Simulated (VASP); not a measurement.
LuAs, 2 atoms in the cell. Symmetry: Fm-3m, No. 225, cubic system. The conventional cell has a = 5.610 Å, b = 5.610 Å, c = 5.610 Å, α = 90.00°, β = 90.00°, γ = 90.00°. Lu (site symmetry m-3m) is surrounded by 6 As at 2.80 Å. As (site symmetry m-3m) is surrounded by 6 Lu at 2.80 Å. The cell is a database's computed one.

| Property | Result |
| --- | --- |
| Program | VASP 6.6.1 |
| Task | single point |
| Functional | PBEsol |
| Potentials or basis | VASP PAW PBE potentials, release 64 (Lu, As) |
| Cutoff | 520 eV |
| k mesh | 12 × 12 × 12 |
| Occupations | gaussian, width 0.1 eV |
| Spin | no spin polarisation |
| Dipole correction | no |
| Further INCAR settings | ALGO = Fast; EDIFF = 1e-07; NBANDS = 22 |

Potentials or basis: VASP PAW PBE potentials, release 64 (Lu, As).

The run is started by

```bash
$ cat potpaw_PBE.64/Lu/POTCAR potpaw_PBE.64/As/POTCAR > POTCAR
$ mpirun -np 1 vasp_std > vasp.out
```

Hardware: 1 thread of Intel(R) Xeon(R) 6975P-C (Granite Rapids), on a shared host.

Q: How long does it take, and how much memory?

A: Wall time 93 s on 1 thread of Intel(R) Xeon(R) 6975P-C (Granite Rapids) (shared host), peak memory 0.24 GiB. Counts: scf iterations 33, k points 72.
